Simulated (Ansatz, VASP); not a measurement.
# CdSnSeS in two plane-wave programs, part 2 of 2

Wanted: the spread between two codes on one cell, functional and k mesh. The cell is invented: As first built, before any earlier steps moved the atoms (in the runner's words): it takes the SnTePbSe structure with some of its atoms replaced by other elements, volume scaled by an estimate. It may not be a known or stable phase. The cell is taken from a series of VASP runs on this material, whose earlier steps may have relaxed, scaled or displaced it; both programs get it as it stands.

VASP 6.6.1 and Ansatz 0.2.0.

So far. Step 2 (VASP: single point, BLYP): The run ends at a pressure of 0.02 GPa, with forces up to 0.0079 eV/Å. Step 3 (Ansatz: single point, BLYP): The run ends at a pressure of 0.04 GPa, with forces up to 0.015 eV/Å.

## (5) VASP: band structure, BLYP

Level of this step: BLYP; plane waves and PAW (Sn_d, Cd, Se, S); invented cell (VASP).

The same path points are solved in both programs, so levels can be compared one by one.

File INCAR:

```
SYSTEM = CdSnSeS
PREC = Accurate
ENCUT = 400
EDIFF = 1E-06
NELM = 100
ISMEAR = 0
SIGMA = 0.05
LREAL = .FALSE.
ALGO = Normal
GGA = B5
ALDAX = 1
AGGAX = 1
AGGAC = 1
ALDAC = 0
NBANDS = 33
LORBIT = 11
LWAVE = .FALSE.
LCHARG = .FALSE.
KPAR = 2
```

File POSCAR:

```
CdSnSeS
1.0
    2.1041712254      1.2148439206      6.8236988141
   -2.1041712254      1.2148439206      6.8236988141
    0.0000000000     -2.4296878413      6.8236988141
Sn Cd Se S
1 1 1 1
Direct
    0.5051875393      0.5051875393      0.5051875393
    0.0001288602      0.0001288602      0.0001288602
    0.7421171600      0.7421171600      0.7421171600
    0.2525664404      0.2525664404      0.2525664404
```

File KPOINTS:

```
Automatic mesh
0
Gamma
8 8 8
0 0 0
```

File KPOINTS_OPT:

```
Line mode
16
Line-mode
Reciprocal
  0.00000000   0.00000000   0.00000000 GAMMA
  0.50000000   0.00000000   0.00000000 L

  0.50000000   0.00000000   0.00000000 L
  0.50000000   0.18779718  -0.18779718 B1

  0.81220282   0.50000000   0.18779718 B
  0.50000000   0.50000000   0.50000000 Z

  0.50000000   0.50000000   0.50000000 Z
  0.00000000   0.00000000   0.00000000 GAMMA

  0.00000000   0.00000000   0.00000000 GAMMA
  0.34389859   0.00000000  -0.34389859 X

  0.65610141   0.34389859   0.00000000 Q
  0.50000000   0.50000000   0.00000000 F

  0.50000000   0.50000000   0.00000000 F
  0.65610141   0.65610141   0.18779718 P1

  0.65610141   0.65610141   0.18779718 P1
  0.50000000   0.50000000   0.50000000 Z

  0.50000000   0.00000000   0.00000000 L
  0.81220282   0.34389859   0.34389859 P
```

Potentials, in the order of the species: Sn_d, Cd, Se and S (PBE family, release 64).

Launch:

```
$ mpirun -np 2 vasp_std
```

Numbers of over 12 decimals in the logs are rounded to 6 here.

The log of the run:

```text
[banner, memory and clock lines left out]
running    2 mpi-ranks, on    1 nodes
[...]
[... a notice as in an earlier step ...]

 LDA part: xc-table for (Slater(with rela. corr.)+VWN5), standard interpolation
 POSCAR, INCAR and KPOINTS ok, starting setup
[...]
entering main loop
       N       E                     dE             d eps       ncg     rms          rms(c)
DAV:   1     0.302310324644E+03    0.30231E+03   -0.15305E+04  4590   0.111E+03
DAV:   2     0.225990110901E+02   -0.27971E+03   -0.26413E+03  4414   0.348E+02
DAV:   3    -0.116901826000E+02   -0.34289E+02   -0.33776E+02  5176   0.105E+02
DAV:   4    -0.128775246721E+02   -0.11873E+01   -0.11856E+01  5018   0.205E+01
[...]
DAV:  12    -0.117720400486E+02   -0.14517E-04   -0.15260E-05  4943   0.241E-02    0.835E-03
DAV:  13    -0.117720413753E+02   -0.13267E-05   -0.31542E-06  5223   0.790E-03    0.242E-03
DAV:  14    -0.117720412753E+02    0.10001E-06   -0.16143E-07  2697   0.231E-03
   1 F= -.11772041E+02 E0= -.11772041E+02  d E =-.434781E-10
 Start KPOINTS_OPT (optional k-point list driver)
k-point batch [1-65\144]
       N       E                     dE             ncg
DAV:   1     0.527545489074E+04   -0.32402E+05     4568
DAV:   2    -0.126501995935E+05   -0.17926E+05     4406
DAV:   3    -0.147981673581E+05   -0.21480E+04     5168
DAV:   4    -0.148730267112E+05   -0.74859E+02     4936
[...]
DAV:   8    -0.148746131133E+05   -0.31763E-04     4422
DAV:   9    -0.148746131148E+05   -0.14923E-05     3621
DAV:  10    -0.148746131149E+05   -0.11751E-06     3089
[...]
k-point batch [131-144\144]
       N       E                     dE             ncg
DAV:   1     0.462801645883E+05   -0.13233E+05      983
DAV:   2     0.424405997851E+05   -0.38396E+04      940
DAV:   3     0.419956918724E+05   -0.44491E+03     1108
DAV:   4     0.419810503271E+05   -0.14642E+02     1112
DAV:   5     0.419807421569E+05   -0.30817E+00     1255
DAV:   6     0.419807319143E+05   -0.10243E-01     1152
DAV:   7     0.419807313311E+05   -0.58327E-03     1376
DAV:   8     0.419807313263E+05   -0.47290E-05      960
DAV:   9     0.419807313261E+05   -0.23143E-06      816
```

Parts of OUTCAR (step 5):

```text
  Total        0.0177765      0.0177765     -0.0067788      0.0000000      0.0000000      0.0000000
  in kB        0.2721351      0.2721351     -0.1037746      0.0000000      0.0000000      0.0000000
  external PRESSURE =       0.1468319 kB  Pullay stress =       0.0000000 kB

 POSITION                                       TOTAL-FORCE (eV/Angst)
 -----------------------------------------------------------------------------------
      0.00000     -0.00000     10.34174         0.000000      0.000000     -0.002662
      0.00000     -0.00000      0.00264         0.000000      0.000000     -0.004950
      0.00000     -0.00000     15.19195         0.000000     -0.000000      0.007981
      0.00000     -0.00000      5.17031         0.000000      0.000000     -0.000369
 -----------------------------------------------------------------------------------
    total drift:                               -0.000000     -0.000000     -0.000105

  FREE ENERGIE OF THE ION-ELECTRON SYSTEM (eV)
  ---------------------------------------------------
  free  energy   TOTEN  =       -11.7720412753 eV

  energy  without entropy=      -11.7720412753  energy(sigma->0) =      -11.77204128

[... 1 part as in an earlier step ...]

[... 2 further parts left out ...]
[key lines of the parts left out:]
E-fermi :   4.3350
```

Spin-orbit coupling is off here; with elements this heavy it splits and shifts levels by tenths of an eV or more.

## (6) Ansatz: band structure, BLYP

The same cell, functional (in two slightly different forms), mesh and smearing now go to Ansatz, which takes its cutoff from its data sets.

The cell is taken from a series of VASP runs on this material, whose earlier steps may have relaxed, scaled or displaced it; both programs get it as it stands.

File input.yaml:

```yaml
crystal:
  lattice:
    - [2.1041712254, 1.2148439206, 6.8236988141]
    - [-2.1041712254, 1.2148439206, 6.8236988141]
    - [0.0, -2.4296878413, 6.8236988141]
  atoms:
    - { symbol: Sn, position: [0.5051875393, 0.5051875393, 0.5051875393] }
    - { symbol: Cd, position: [0.0001288602, 0.0001288602, 0.0001288602] }
    - { symbol: Se, position: [0.74211716, 0.74211716, 0.74211716] }
    - { symbol: S, position: [0.2525664404, 0.2525664404, 0.2525664404] }
hamiltonian:
  xc: blyp
  pseudopotentials: { kind: paw }
kpoints:
  mp_grid: { grid: [8, 8, 8] }
  band_path:
    path:
      - [0.0, 0.0, 0.0]
      - [0.13333, 0.0, 0.0]
      - [0.3, 0.0, 0.0]
      - [0.46667, 0.0, 0.0]
      - [0.5, 0.0, 0.0]
      - [0.5, 0.03756, -0.03756]
      - [0.5, 0.10016, -0.10016]
      - [0.5, 0.16276, -0.16276]
      - [0.77058, 0.5, 0.22942]
      - [0.66651, 0.5, 0.33349]
      - [0.56244, 0.5, 0.43756]
      - [0.46667, 0.46667, 0.46667]
      - [0.3, 0.3, 0.3]
      - [0.13333, 0.13333, 0.13333]
      - [0.0, 0.0, 0.0]
      - [0.11463, 0.0, -0.11463]
      - [0.20634, 0.0, -0.20634]
      - [0.32097, 0.0, -0.32097]
      - [0.62488, 0.37512, 0.0]
      - [0.57285, 0.42715, 0.0]
      - [0.52081, 0.47919, 0.0]
      - [0.52081, 0.52081, 0.02504]
      - [0.57285, 0.57285, 0.08764]
      - [0.62488, 0.62488, 0.15024]
      - [0.64569, 0.64569, 0.20861]
      - [0.59366, 0.59366, 0.31268]
      - [0.54163, 0.54163, 0.41675]
      - [0.5, 0.0, 0.0]
      - [0.60407, 0.11463, 0.11463]
      - [0.70814, 0.22927, 0.22927]
      - [0.8122, 0.3439, 0.3439]
    npoints: 1
scf:
  occupations: { method: gaussian, width: 0.05 }
  n_extra_bands: 8
output:
  forces: true
  stress: true
  eigenvalues: true
```

Launch:

```
$ ansatz run input.yaml --threads 2 --pin off --max-ram 4608MiB --backend cpu --events-out ev --progress --plain --runs-dir out
```

The log of the run:

```text
[...]
Crystal: 4 atoms, lattice volume = 104.658 Å³
Basis set: ecut = 420 eV, 1985 PW (Γ), FFT grids on a1−a3, a2−a3, a3, exchange–correlation on 60×60×100 points (8 copies of the dense FFT grid, shifted against one another)
Bands: 36, of which v1, the nominal top of the filled ones, is band 28 counted from 1 (27 counted from 0)
Symmetry: 6 space group operations
[...]
k-point 0: bands = [... 24 lower, 6.8621, 7.0058, 7.6291, 7.6291, 10.0365, 11.1895, 11.1895, 11.4669, ... 4 higher]
  k-point 1: bands = [... 24 lower, 6.7574, 7.0441, 7.4601, 7.8527, 10.0025, 10.7334, 11.4368, 12.6324, ... 4 higher]
  k-point 2: bands = [... 24 lower, 6.5145, 6.8905, 7.1289, 8.1805, 9.7801, 11.3322, 11.8751, 12.2335, ... 4 higher]
  k-point 64: bands = [... 24 lower, 6.8839, 7.5471, 7.5471, 8.5019, 9.2210, 11.6363, 11.6363, 12.6778, ... 4 higher]
[key lines of the parts left out:]
SCF converged after 8 iterations
Free energy (F): -20699.256963 eV
Fermi energy:    8.784011 eV
P = ⅓ Tr σ = 0.0388 GPa (0.388 kbar)
```

It took 8.7 s on 2 threads of Intel Xeon Platinum 8559C (Emerald Rapids), shared host; peak memory 0.55 GiB; 17 s of CPU time.

## (7) Side by side

The two programs side by side:

| quantity | Ansatz | VASP | difference |
| --- | --- | --- | --- |
| pressure (GPa) | 0.04 | 0.01 | +0.02 |
| gap over the path points (eV) | 0.378 | 0.371 | +0.007 |

Levels at points of the path, from each program's valence-band top (eV; 4 filled, then empty):

| k (reciprocal lattice) | Ansatz | VASP |
| --- | --- | --- |
| 0.000 0.000 0.000 | -1.75 -1.60 -0.98 -0.98 1.43 2.58 2.58 | -1.76 -1.61 -0.99 -0.99 1.42 2.57 2.57 |
| 0.133 0.000 0.000 | -1.86 -1.57 -1.17 -0.70 1.34 2.19 2.86 | -1.88 -1.59 -1.18 -0.70 1.33 2.18 2.85 |
| 0.300 0.000 0.000 | -2.19 -1.82 -1.60 -0.61 1.14 2.68 3.40 | -2.21 -1.84 -1.62 -0.61 1.14 2.67 3.39 |
| 0.467 0.000 0.000 | -2.66 -2.40 -1.84 -1.12 0.41 3.16 3.58 | -2.68 -2.42 -1.86 -1.12 0.40 3.15 3.57 |
| 0.500 0.000 0.000 | -2.82 -2.41 -1.85 -1.14 0.38 3.18 3.58 | -2.84 -2.43 -1.87 -1.14 0.37 3.17 3.58 |
| 0.500 0.038 -0.038 | -2.88 -2.53 -2.13 -0.82 0.64 3.06 3.35 | -2.90 -2.55 -2.15 -0.82 0.64 3.06 3.34 |
| 0.500 0.100 -0.100 | -3.28 -2.65 -2.38 -0.26 1.56 2.56 2.76 | -3.30 -2.67 -2.40 -0.26 1.56 2.55 2.75 |
| 0.500 0.163 -0.163 | -3.52 -2.44 -2.17 -0.55 1.15 2.80 3.30 | -3.54 -2.45 -2.19 -0.56 1.14 2.79 3.29 |
| 0.771 0.500 0.229 | -2.98 -2.21 -1.98 -1.19 0.53 3.08 3.60 | -3.00 -2.23 -2.00 -1.20 0.53 3.08 3.59 |
| 0.667 0.500 0.333 | -2.48 -1.99 -1.72 -0.84 1.00 2.95 3.01 | -2.50 -2.00 -1.73 -0.84 0.99 2.94 3.00 |

At this near-relaxed geometry the largest component of a force difference is 23 meV/Å. Among the levels compared at these points, filled levels agree within 19 meV and empty ones within 12 meV. Ansatz's pressure holds a Pulay correction of 0.03 GPa; VASP's holds none.

## (8) Summary of results

- difference in gap on the k mesh (single point, BLYP): 0.0064 eV
- r.m.s. force difference (single point, BLYP): 8.2 meV/Å
- difference in gap over the path points (band structure, BLYP): 0.0072 eV
- r.m.s. force difference (band structure, BLYP): 8.2 meV/Å

In words: The r.m.s. force difference is 8.2 meV/Å (band structure, BLYP), within the 12 meV/Å picked in this series as the mark of a large difference. 1 further run of this series is not shown here. How closely two codes agree says nothing of how well the functional describes the real material.

[Lines on the potential files, build, host, timing and source positions are cut from VASP's logs without a mark.]

[Logs are printed without paths, hosts, clocks, repeated set-up lines and the standing remarks that a program may print on its own settings, such as how far it seeks lower states.]

[Hosts, paths, dates, database ids (printed as entryN), source tags and the programs' standing remarks are cut or masked in the printed files.]
